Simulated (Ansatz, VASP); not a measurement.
## Cross-check of CdSe (Cadmoselite) between VASP and Ansatz

One calculation is typed for both programs; each brings its own data sets. How far apart do they land? The two relaxations start from unlike cells of this crystal (the structure described is Ansatz's start), so only their ends are compared.

Main program and level: Ansatz 0.2.0; plane waves, with VASP 6.6.1 beside it; relaxation of cell and atoms at r2SCAN.

## 1. Starting point

Symmetry: P6_3mc, No. 186, hexagonal system. Conventional cell: a = 4.383 Å, b = 4.383 Å, c = 7.156 Å, α = 90.00°, β = 90.00°, γ = 120.00°. Nearest to Cd lie 4 Se at 2.68 to 2.69 Å. Nearest to Se lie 4 Cd at 2.68 to 2.69 Å. Farther neighbours and most contacts between anions are not listed.

## 2. Ansatz: relaxation of cell and atoms, r2SCAN

Ansatz runs on its PAW soft_1 files.

The relaxed volume is the usual yardstick between codes: in a stiff, nearly cubic crystal its relative difference is about their pressure difference at one cell divided by the bulk modulus.

Input file input.yaml:

```yaml
crystal:
  lattice:
    - [4.3825955387, 0.0, 0.0]
    - [-2.1912977693, 3.795439071, 0.0]
    - [0.0, 0.0, 7.1557714213]
  atoms:
    - { symbol: Cd, position: [0.3333333333, 0.6666666667, 0.0046149613] }
    - { symbol: Cd, position: [0.6666666667, 0.3333333333, 0.5046149613] }
    - { symbol: Se, position: [0.3333333333, 0.6666666667, 0.3803850387] }
    - { symbol: Se, position: [0.6666666667, 0.3333333333, 0.8803850387] }
kpoints:
  mp_grid: { grid: [9, 9, 6] }
hamiltonian:
  xc: r2scan
  pseudopotentials: { kind: paw, azcp: { folder: soft_1 } }
scf:
  occupations: { method: gaussian, width: 0.02 }
output:
  forces: true
  stress: true
  eigenvalues: true
relax:
  adjacent_minimum: "off"
  f_tol: 0.001
  max_steps: 60
  cell: { stress_tol: 0.01 }
```

The run is started by

```
$ ansatz run input.yaml --threads 4 --pin off --max-ram 15360MiB --backend cpu --events-out ev --progress --plain --runs-dir out
```

Numbers of over 12 decimals in the logs are rounded to 6 here.

Log:

```text
Engine: ansatz 0.2.0, aarch64-unknown-linux-gnu
Pseudopotentials: kind: paw
Pseudopotential: Cd, paw, valence charge 20, recommended cutoff 500 eV (meta_gga), soft_1/Cd.paw.azcp
Pseudopotential: Se, paw, valence charge 16, recommended cutoff 500 eV (meta_gga), soft_1/Se.paw.azcp
Functional definition: r2SCAN
  parameter k0 = 0.174
  parameter k1 = 0.065
  parameter a1 = 4.9479
  exchange = r2scan_x(k0 = k0, k1 = k1, a1 = a1)
  correlation = r2scan_c
Crystal: 4 atoms, lattice volume = 119.028 Å³
Basis set: ecut = 500 eV, 3009 PW (Γ), exchange–correlation on 128×128×216 points (64 copies of the dense FFT grid, shifted against one another)
Bands: 44, of which v1, the nominal top of the filled ones, is band 36 counted from 1 (35 counted from 0)
Symmetry: 12 space group operations
Space group: P63mc (ITA 186), of the structure as read, at distance tolerance 4.9e-5 Å
k-points: 48 of 486 (time reversal used)
Non-local potential: Cd, projectors of the file, l = 0: 3, l = 1: 2, l = 2: 2, l = 3: 1
Non-local potential: Se, projectors of the file, l = 0: 2, l = 1: 2, l = 2: 3, l = 3: 1
PAW form: soft (Blöchl's): semilocal exchange-correlation on the pseudo side does not see the compensation charge
PAW frozen core: Cd, regenerated for the run's functional (the file was generated under x = pbe(κ = 0.804, μ = 0.219515), c = pbe(β = 0.066725))
PAW frozen core: Se, regenerated for the run's functional (the file was generated under x = pbe(κ = 0.804, μ = 0.219515), c = pbe(β = 0.066725))
PAW one-centre angular grid: Cd, 590 points (default); XC on 160 Gauss nodes
PAW one-centre angular grid: Se, 590 points (default); XC on 160 Gauss nodes
Initial density: superposition of atomic densities (chi_scale 0.1, normalization cell, long waves kept (reshape's long-wave potential 0.00 eV rms))
Initial wavefunctions: pseudopotential atomic-orbital guess
Functional: x = r2scan, c = r2scan; τ floored in thin density (d = 2e-4 eV/Å³)
SCF iter   1: F=—  HF=-27496.595995 eV  |F-HF|=—  |Δ(HF+E_count)|=         —  Δρ=5.08e-2  dr2=2.77e0  dr2_τ=5.00e-3  ethr=3.10e-3  ⟨swp⟩=6.6  Hψ=7939  notcnv=0
preconditioner: auto → Resta (q_TF=auto, 2.509 Å⁻¹)  ε∞=3.3  [insulator: Δε(μ)=0.545 eV  Ē_g=13.330 eV  σ=0.020 eV  W_gap=1.00  n_scr=34 (ndim 8)  ℏωp=20.4 eV  f_vac=0.182  D(μ)=0.00/eV (n_scr^D=0)  ε∞_Penn≈3.3]
SCF iter   2: F=—  HF=-27495.838986 eV  |F-HF|=—  |Δ(HF+E_count)|=   7.57e-1  Δρ=1.97e-2  dr2=3.12e-1  dr2_τ=2.93e-2  ethr=3.10e-3  ⟨swp⟩=3.0  Hψ=3661  notcnv=0  defer=144
SCF iter   3: F=—  HF=-27495.805113 eV  |F-HF|=—  |Δ(HF+E_count)|=   3.39e-2  Δρ=8.24e-3  dr2=5.22e-2  dr2_τ=6.07e-4  ethr=4.33e-4  ⟨swp⟩=3.4  Hψ=4037  notcnv=0  defer=144
SCF iter   4: F=—  HF=-27495.806936 eV  |F-HF|=—  |Δ(HF+E_count)|=   1.82e-3  Δρ=1.17e-3  dr2=3.12e-3  dr2_τ=4.97e-5  ethr=7.25e-5  ⟨swp⟩=2.3  Hψ=4026  notcnv=0  defer=142
SCF iter   5: F=—  HF=-27495.806770 eV  |F-HF|=—  |Δ(HF+E_count)|=   1.66e-4  Δρ=5.75e-4  dr2=3.94e-4  dr2_τ=2.18e-5  ethr=4.34e-6  ⟨swp⟩=2.0  Hψ=3547  notcnv=0  defer=142
SCF iter   6: F=—  HF=-27495.806922 eV  |F-HF|=—  |Δ(HF+E_count)|=   1.52e-4  Δρ=1.99e-4  dr2=5.99e-5  dr2_τ=1.51e-6  ethr=5.47e-7  ⟨swp⟩=2.0  Hψ=3314  notcnv=0  defer=142
SCF iter   7: F=—  HF=-27495.806971 eV  |F-HF|=—  |Δ(HF+E_count)|=   4.90e-5  Δρ=3.92e-5  dr2=1.98e-6  dr2_τ=3.10e-8  ethr=8.31e-8  ⟨swp⟩=2.0  Hψ=2834  notcnv=0  defer=142
SCF iter   8: F=-27495.806973 eV  HF=-27495.806973 eV  |F-HF|=4.69e-8  |Δ(HF+E_count)|=   1.83e-6  Δρ=6.65e-6  dr2=6.37e-8  dr2_τ=2.37e-9  ethr=1.39e-10  ⟨swp⟩=9.2  Hψ=11582  notcnv=0
SCF 1 converged in 8 iterations: F = -27495.806973 eV  dr2 = 6.37e-8
  greatest PAW one-centre occupation: 1.002 electrons in one spin orbital (limit 2), on the Cd atom at site 1 (counted from 0), in its partial waves of l = 0
relax step   1: F+E_penalty+E_count = -27495.80697264 eV  Δ(F+E_penalty+E_count) = +0.000e0 eV  max|allowed force component| = 2.995e-5 eV/Å  Δτ_max = 0.0000 Å  P = -1.458 GPa  Ω = 119.028 Å³  (8 SCF iters, dr2 threshold 1.00e-7 eV, accepted)
[...]
relax step   3: F+E_penalty+E_count = -27495.82473554 eV  Δ(F+E_penalty+E_count) = -4.401e-3 eV  max|allowed force component| = 4.354e-4 eV/Å  Δτ_max = 0.0003 Å  P = -0.045 GPa  Ω = 115.570 Å³  energy of the carried Pulay correction = +1.098e-3 eV  (6 SCF iters, dr2 threshold 4.00e-7 eV, accepted)
[...]
relax step   4: F+E_penalty+E_count = -27495.82478323 eV  Δ(F+E_penalty+E_count) = -4.770e-5 eV  max|allowed force component| = 1.665e-4 eV/Å  Δτ_max = 0.0001 Å  P = -0.000 GPa  Ω = 115.468 Å³  energy of the carried Pulay correction = +1.131e-3 eV  (5 SCF iters, dr2 threshold 5.80e-9 eV, accepted)
[...]
relax step   5: F+E_penalty+E_count = -27495.82367385 eV  Δ(F+E_penalty+E_count) = +1.109e-3 eV  max|allowed force component| = 1.648e-4 eV/Å  Δτ_max = 0.0000 Å  P = -0.002 GPa  Ω = 115.468 Å³  stress off target by 2.23e-3 GPa  SCF on the basis re-selected at this cell (its energy is not comparable with the rows above)  (7 SCF iters)
basis re-selected at this cell: Δ(F+E_penalty+E_count) = +1.109e-3 eV, ΔP = -0.002 GPa vs the last step (what re-selecting the basis moved, of the pressure what is left beyond the Pulay correction that the steps carried, after the strain that the cell walked since its last selection, with what the two solves' SCF thresholds leave and, on support functions, any second-order correction that the steps lacked; it is no m [...]
SCF converged after 7 iterations
Free energy (F): -27495.823674 eV
Harris-Foulkes:  -27495.823674 eV  (|F-HF|=7.28e-12)
Internal energy: -27495.823674 eV  (E = F + TS)
E sigma→0 (E₀):  -27495.823674 eV
Fermi energy:    7.186426 eV
--- Per-component energies (eV) ---
  E_band       = -1890.552668
  E_kinetic    = 1103.107500
  E_local      = -13401.926604  (includes V_loc(G=0)·N_el)
  E_nonlocal   = -465.010308
  E_hartree    = 6510.636371
  E_xc         = -458.620735
  E_vxc        = -627.308467  (∫ρ·V_xc dr)
  E_paw        = -12527.723006  (= ΣΔE_a)
  E_vpaw       = -1560.076035  (= ΣTr[D̂ρ^β])
  E_aug_tail   = 0.000016  (compensation charges beyond the density's cutoff)
  E_vtau       = 39.388579  (kinetic-family band-sum trace: ∫τ·v_τ [+ j·A + Jᵃ·Aᵃ] dr)
  E_ewald      = -8251.627858
  E_core_change = -4.659049  (= ΣΔE_core)
  E_smearing   = -0.000000  (= −TS)
  E_closure    = 0.000000  (closes the sum)
  Σ components = -27495.823674   (vs F -27495.823674, Δ=0.00e0)
--- Forces (eV/Å), atoms counted from 1 ---
  atom   1  Cd     0.00000000     0.00000000    -0.00016484
  atom   2  Cd    -0.00000000    -0.00000000    -0.00016484
  atom   3  Se     0.00000000     0.00000000     0.00016483
  atom   4  Se    -0.00000000    -0.00000000     0.00016483
  max |Σ_I F_I| component: 9.42e-9 eV/Å
--- Stress (GPa, compression-positive) ---
       -0.002228      -0.000000       0.000000
       -0.000000      -0.002228       0.000000
        0.000000       0.000000      -0.001464
  P = ⅓ Tr σ = -0.0020 GPa (-0.020 kbar)
--- Band table (eV; the first three rows and the last of 48) ---
  k-point 0: bands = [... 32 lower, 5.9024, 6.5931, 6.6370, 6.6370, 7.7356, 9.2813, 13.0280, 13.0280, ... 4 higher]
  k-point 1: bands = [... 32 lower, 5.9481, 5.9801, 6.5838, 6.5838, 8.3057, 9.3253, 13.0623, 13.0623, ... 4 higher]
  k-point 2: bands = [... 32 lower, 6.0753, 6.0753, 6.4417, 6.4417, 9.0462, 9.4220, 12.7267, 13.1830, ... 4 higher]
  k-point 47: bands = [... 32 lower, 4.2712, 4.2712, 5.5520, 5.5520, 10.8360, 10.8360, 12.7600, 12.7600, ... 4 higher]
--- Relaxed structure (4 steps of the walk, 4 accepted, 1 SCFs on fresh bases) ---
  F+E_penalty+E_count = -27495.82367385 eV   max|allowed force component| = 1.648e-4 eV/Å   (the final SCF, on the basis selected at the relaxed cell)
  cell:  # Å, volume = 115.4678 Å³
    - [4.340002, -2.8586929582761494e-11, 1.3249169983822623e-17]
    - [-2.170001, 3.758552, -6.965856667508247e-18]
    - [2.1632850006190485e-17, -6.434201835374433e-19, 7.078648]
  atoms:
    - { symbol: Cd, position: [0.333333, 0.666667, 0.00455917] }
    - { symbol: Cd, position: [0.666667, 0.333333, 0.504559] }
    - { symbol: Se, position: [0.333333, 0.666667, 0.380441] }
    - { symbol: Se, position: [0.666667, 0.333333, 0.880441] }
```

The column dr2 measures how far the density is from self-consistency, as an energy; F and HF (Harris–Foulkes) agree once it is small.

[end of part 1 of 2]

[Lines on the potential files, build, host, timing and source positions are cut from VASP's logs without a mark.]

[Logs are printed without paths, hosts, clocks, repeated set-up lines and the standing remarks that a program may print on its own settings, such as how far it seeks lower states.]

[Hosts, paths, dates, database ids (printed as entryN), source tags and the programs' standing remarks are cut or masked in the printed files.]
